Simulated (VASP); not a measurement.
Consider the following.

```
CELL_PARAMETERS angstrom
      4.07975     0.00000     0.00000
      0.00000     4.31380     0.00000
      0.00000     0.00000    19.22708
ATOMIC_POSITIONS crystal
  Sn 0.75000 0.89653 0.57426
  Sn 0.25000 0.39653 0.42574
  S  0.25000 0.47807 0.55931
  S  0.75000 0.97807 0.44069
```

All values below come from PBE GGA, VASP's PBE PAW potentials (set 64) (plane waves; VASP 6.6.1). Numerical set-up: 400 eV cut-off, Gaussian smearing of 0.050 eV, potentials Sn_d S.

The cell holds a wide vacuum, so values per volume refer to the whole cell. Unless said otherwise, spin-orbit coupling is left out, though it shifts the bands of the heavy elements here.

Estimate the band gap (along the path) with the smallest direct gap where there is one.

- band gap (along the path) = 1.51 eV
- smallest direct gap (along the path) = 1.61 eV

Total energies compare only between runs with the same potentials, cut-off and functional.

The cell is a sheet with vacuum, built from a generated structure.
